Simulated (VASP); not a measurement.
An input for Quantum ESPRESSO's pw.x (written as the equivalent of a VASP run, and not itself run):

```
&CONTROL
  calculation = 'scf'
  pseudo_dir = './pseudo'
  outdir = './out'
  tprnfor = .true.
  tstress = .true.
/
&SYSTEM
  ibrav = 0
  nat = 6
  ntyp = 3
  ecutwfc = 84
  occupations = 'smearing'
  smearing = 'gaussian'
  degauss = 0.000735
  input_dft = 'pz'
/
&ELECTRONS
  conv_thr = 7.3e-08
  electron_maxstep = 100
/
ATOMIC_SPECIES
  B 10.810 B.upf
  As 74.922 As.upf
  O 15.999 O.upf
CELL_PARAMETERS angstrom
    -2.2459350    2.2459350    3.4059300
     2.2459350   -2.2459350    3.4059300
     2.2459350    2.2459350   -3.4059300
ATOMIC_POSITIONS crystal
  B    0.2500000  0.7500000  0.5000000
  As   0.0000000  0.0000000  0.0000000
  O    0.1439200  0.0266300  0.4355900
  O    0.9733700  0.4089600  0.1172900
  O    0.5910400  0.7083300  0.5644100
  O    0.2916700  0.8560800  0.8827100
K_POINTS automatic
  8 8 8 0 0 0
```

### Question
Translate this input to VASP (INCAR, KPOINTS, POSCAR, choice of POTCAR).

### Answer
Several could match; the one computed here: 
**INCAR**
```
# general
SYSTEM  = BAsO4
PREC    = Accurate
ENCUT   = 400
LREAL   = .FALSE.
LASPH   = .TRUE.

# electronic loop
EDIFF   = 1E-6
NELM    = 100
ALGO    = Normal
LMAXMIX = 4

# smearing
ISMEAR  = 0
SIGMA   = 0.01

# ions
ISIF    = 2

# output
LWAVE   = .FALSE.
LCHARG  = .FALSE.
```

**KPOINTS**
```
Automatic
0
gamma
  8 8 8
```

File POSCAR:
```
BAsO4
1
   -2.2459350000     2.2459350000     3.4059300000
    2.2459350000    -2.2459350000     3.4059300000
    2.2459350000     2.2459350000    -3.4059300000
B As O
1 1 4
Direct
  0.2500000000   0.7500000000   0.5000000000
  0.0000000000   0.0000000000   0.0000000000
  0.1439200000   0.0266300000   0.4355900000
  0.9733700000   0.4089600000   0.1172900000
  0.5910400000   0.7083300000   0.5644100000
  0.2916700000   0.8560800000   0.8827100000
```

POTCAR, in this order: B As O (LDA.64 set). Program: vasp_std.

The two are equivalent in intent, not identical: the potentials are each code's own (VASP's PAW set, PseudoDojo norm-conserving files in pw.x), so ENCUT and ecutwfc are chosen apart and not converted; conv_thr bounds pw.x's estimated SCF error, while EDIFF bounds the energy change between steps.

The structure comes from a computed database's BAsO4 entry (I-4); how it stands against other phases isn't given here. The cell was not relaxed at this level. The run is one of a series of settings (GGA removed, POTCAR B As O (LDA.64 set) against the base run), some of them coarse on purpose.
